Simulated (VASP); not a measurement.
Data:

```yaml
crystal:
  lattice:
    - [0.00000, 2.90003, 2.90003]
    - [2.90003, 0.00000, 2.90003]
    - [2.90003, 2.90003, 0.00000]
  atoms:
    - { symbol: Ca, position: [0.00000, 0.00000, 0.00000] }
    - { symbol: Se, position: [0.50000, 0.50000, 0.50000] }
```

These are LDA (Ceperley-Alder, Perdew-Zunger), VASP's LDA PAW potentials (set 64) (plane waves; VASP) values and carry that method's errors. Run with 500 eV cut-off, 8×8×8 Γ-centred mesh, Gaussian smearing of 0.050 eV, potentials Ca_sv Se.

**Question.** Predict the energy per atom (σ→0), band gap (on the k-mesh) with the smallest direct gap where there is one.

**Answer.** 
| Item | Result |
|---|---|
| band gap (on the k-mesh) | 1.71 eV |
| smallest direct gap (on the k-mesh) | 2.71 eV |
| energy per atom (σ→0) | -5.292 eV/atom |

Total energies compare only between runs with the same potentials, cut-off and functional.

The compound is CaSe in the rock salt structure. It was relaxed first, which changed the volume by -6 %.
